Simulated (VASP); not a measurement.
Data:

```
CELL_PARAMETERS angstrom
      0.00000     2.84959     2.84959
      2.84959     0.00000     2.84959
      2.84959     2.84959     0.00000
ATOMIC_POSITIONS crystal
  Ge 0.00000 0.00000 0.00000
  Sn 0.50000 0.50000 0.50000
```

Method: PBEsol GGA, VASP's PBE PAW potentials (set 64) (plane waves; VASP). Numerical set-up: 400 eV cut-off, Gaussian smearing of 0.050 eV, potentials Ge_d Sn_d.

Task: Give the energies of bands 12 to 17 at the high-symmetry points, in eV from the Fermi level.

Result: 
```csv
band,Γ,X,U,L,W
12,-0.45,-5.28,-6.82,-8.19,-6.79
13,0.20,-4.59,-4.72,0.96,-4.20
14,0.20,-2.45,-1.76,0.96,-4.20
15,0.20,-2.45,-0.89,1.65,2.49
16,6.24,2.94,5.30,1.65,2.87
17,6.26,8.95,6.20,2.07,6.70
```

It has no gap at this level: it comes out as a metal or semimetal.

The structure was generated: GeSn was put into the rock salt type (Fm-3m), which need not be its known phase. It was relaxed first, which changed the volume by +6 %.
